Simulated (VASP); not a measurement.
The system is SbH3, in a box.

```xyz
4
Lattice="11.0000 0.0000 0.0000 0.0000 12.0000 0.0000 0.0000 0.0000 11.0000" Properties=species:S:1:pos:R:3 pbc="T T T"
Sb    6.0669    5.5924    4.8417
H     6.4545    5.9744    6.4601
H     4.5715    4.9178    5.3151
H     5.3496    7.1242    4.6079
```

Base run:

| Property | Result |
| --- | --- |
| Program | VASP 6.6.1 |
| Functional | PBE |
| Potentials or basis | VASP PAW PBE potentials, release 64 (Sb, H) |
| Cutoff | 520 eV |
| k mesh | 1 × 1 × 1 |
| Occupations | gaussian, width 0.01 eV |
| Spin | no spin polarisation |

Its results: gap between the frontier levels 5.46 eV; largest force 0.670 eV/Å.

**Question.** After a change of settings the same cell gave: gap between the frontier levels 7.48 eV; largest force 0.242 eV/Å. Which change was it?
A. functional from PBE to HSE06; potentials or basis from VASP PAW PBE potentials, release 64 (Sb, H) to VASP PAW PBE potentials, release 64 (Sb, H_h); cutoff from 520 eV to 900 eV
B. further incar settings from ALGO = Normal; EDIFF = 1e-07; NBANDS = 12 to ALGO = Normal; EDIFF = 1e-06
C. functional from PBE to r2SCAN0; further incar settings from ALGO = Normal; EDIFF = 1e-07; NBANDS = 12 to ALGO = Normal; EDIFF = 1e-06; NBANDS = 12
D. further incar settings from ALGO = Normal; EDIFF = 1e-07; NBANDS = 12 to ALGO = Fast; EDIFF = 1e-06; dispersion from none to TS

**Answer.** C.

Caveats: spin-orbit coupling is left out, which moves the levels of the heavy elements; the PAW data sets were made with another functional, which shifts forces and pressure a little (some runs).
